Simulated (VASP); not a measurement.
Wanted: the native input for a VASP 6.6.1 run.

| Item | Value |
| --- | --- |
| Task | relaxation of cell and atoms |
| Functional | PBE |
| Potentials or basis | VASP PAW PBE potentials, release 64 (Ga_d, N) |
| Cutoff | 520 eV |
| k mesh | 12 × 12 × 6 |
| Occupations | gaussian, width 0.02 eV |
| Spin | no spin polarisation |
| Further INCAR settings | ALGO = Normal; EDIFF = 1e-07; AMIX = 0.2; IBRION = 2; EDIFFG = -0.002; NSW = 80; ISIF = 3 |

The structure of GaN lies in POSCAR:

```
GaN
1.0
    3.1800000000      0.0000000000      0.0000000000
   -1.5900000000      2.7539607800      0.0000000000
    0.0000000000      0.0000000000      5.1660000000
Ga N
2 2
Direct
    0.3333333300      0.6666666700      0.0000000000
    0.6666666700      0.3333333300      0.5000000000
    0.3333333300      0.6666666700      0.3750000000
    0.6666666700      0.3333333300      0.8750000000
```

These files were run (other wordings do the same):

INCAR

```
SYSTEM = GaN
ALGO = Normal
AMIX = 0.2
EDIFF = 1E-7
EDIFFG = -0.002
ENCUT = 520
GGA = PE
IBRION = 2
ISIF = 3
ISMEAR = 0
LASPH = .True.
LCHARG = .False.
LREAL = .False.
LWAVE = .False.
NELM = 80
NSW = 80
PREC = Accurate
SIGMA = 0.02
```

KPOINTS

```
k-points
0
Gamma
  12 12 6
  0 0 0
```

Potentials or basis: VASP PAW PBE potentials, release 64 (Ga_d, N).

Launch:

```console
$ cat potpaw_PBE.64/Ga_d/POTCAR potpaw_PBE.64/N/POTCAR > POTCAR
$ mpirun -np 1 vasp_std > vasp.out
```

Results of the run:

```json
{
 "Relaxed volume": "11.76 Å³/atom",
 "Relaxed cell": "a = 3.219 Å, b = 3.219 Å, c = 5.244 Å, α = 90.00°, β = 90.00°, γ = 120.00°",
 "Space group after relaxing (to 0.05 Å)": "P6_3mc (No. 186)",
 "Energy gained by relaxing": "10.4 meV/atom",
 "Ionic steps": "8",
 "Pressure after relaxing": "0.0 GPa",
 "Band gap on the k mesh": "1.71 eV, direct"
}
```

Run time: 2.4 min on 1 thread of Intel(R) Xeon(R) 6975P-C (Granite Rapids), with other jobs on the host, peak memory 0.21 GiB.
